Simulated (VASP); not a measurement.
Here is a VASP 6.6.1 calculation.

INCAR

```
ALGO     = Normal         # electronic algorithm
EDIFF    = 1E-6           # SCF threshold, eV
EDIFFG   = -0.03          # ionic threshold
ENCUT    = 400            # plane-wave cutoff, eV
GGA      = PE             # functional
IBRION   = 2              # ionic algorithm
ISIF     = 2              # what is computed and relaxed
ISMEAR   = 0              # smearing method
ISYM     = 0            
IVDW     = 12             # dispersion correction
LASPH    = T              # aspherical terms in the spheres
LCHARG   = F              # write CHGCAR
LREAL    = F              # projectors in reciprocal space
LWAVE    = F              # write WAVECAR
NELM     = 60             # most SCF steps
NSW      = 120            # ionic steps
PREC     = Accurate       # precision mode
SIGMA    = 0.01           # smearing width, eV
```

The input KPOINTS:

```
k-points
0
Gamma
  1 1 1
```

POSCAR

```
WF6
1.0
   14.0953369171      0.0000000000      0.0000000000
    0.0000000000     14.5953369171      0.0000000000
    0.0000000000      0.0000000000     15.0953369171
W F
1 6
Selective dynamics
Direct
    0.5000000442      0.5034256827      0.4999998632  F F F
    0.5148331345      0.4028985589      0.4280466135  T T T
    0.4774642412      0.4276604266      0.5949066983  T T T
    0.5225349443      0.5791911418      0.4050932585  T T T
    0.4851677508      0.6039533874      0.5719531442  T T T
    0.3724635474      0.5051215971      0.4748621644  T T T
    0.6275363377      0.5017294672      0.5251382580  T T T
```

Potentials or basis: VASP PAW PBE potentials, release 64 (W_sv, F).

Run with:

```bash
$ cat potpaw_PBE.64/W_sv/POTCAR potpaw_PBE.64/F/POTCAR > POTCAR
$ mpirun -np 1 vasp_gam > vasp.out
```

Task: Predict the dispersion energy per atom.

Result: -0.018 eV.

Task: Estimate the gap between the frontier levels.

Result: 5.16 eV.

Task: Estimate the energy gained by relaxing.

Result: 12.9 meV/atom.

Final structure:
```xyz
7
Lattice="14.0953 0.0000 0.0000 0.0000 14.5953 0.0000 0.0000 0.0000 15.0953" Properties=species:S:1:pos:R:3 pbc="T T T"
W     7.0477    7.3477    7.5477
F     7.2599    5.8582    6.4451
F     6.7252    6.2251    9.0020
F     7.3702    8.4703    6.0933
F     6.8355    8.8371    8.6502
F     5.2228    7.3728    7.1625
F     8.8725    7.3225    7.9329
```

Caveat: spin-orbit coupling is left out, which moves the levels of the heavy elements.
